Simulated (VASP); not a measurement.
Given:

```yaml
crystal:
  lattice:
    - [4.86916, 0.00000, 0.00000]
    - [-2.43458, 4.21681, 0.00000]
    - [0.00000, 0.00000, 7.58688]
  atoms:
    - { symbol: Er, position: [0.33333, 0.66667, 0.24670] }
    - { symbol: Er, position: [0.66667, 0.33333, 0.75330] }
    - { symbol: Te, position: [0.00000, 0.00000, 0.00000] }
    - { symbol: Te, position: [0.33333, 0.66667, 0.64700] }
    - { symbol: Te, position: [0.66667, 0.33333, 0.35300] }
```

Level of theory: PBE GGA, VASP's PBE PAW potentials (set 64) (plane waves; VASP). Settings: 400 eV cut-off, 5×5×3 Γ-centred mesh, Fermi-Dirac smearing of 0.30 eV, potentials Er_3 Te.

The 4f electrons are frozen in the core of the lanthanide potential, so 4f levels, which can set the real gap, and their magnetism are missing.

### Question
Which forces act on the atoms, in eV/Å?

### Answer

| atom | Fx | Fy | Fz |
|---|---|---|---|
| Er1 | 0.000 | 0.000 | -0.797 |
| Er2 | 0.000 | 0.000 | 0.797 |
| Te3 | 0.000 | 0.000 | 0.000 |
| Te4 | 0.000 | 0.000 | -0.052 |
| Te5 | 0.000 | 0.000 | 0.052 |

### Question
Give the stress tensor in GPa (positive for a compressed cell).

### Answer

```
3.75  0.00  0.00
0.00  3.75  0.00
0.00  0.00  4.57
```
The pressure is its mean diagonal, 4.02 GPa.

The structure was generated: Er2Te3 was put into the A-La2O3 type (P-3m1), which need not be its known phase. The cell was not relaxed at this level. The run is one of a series of settings (ISMEAR = -1, SIGMA = 0.3 against the base run), some of them coarse on purpose.
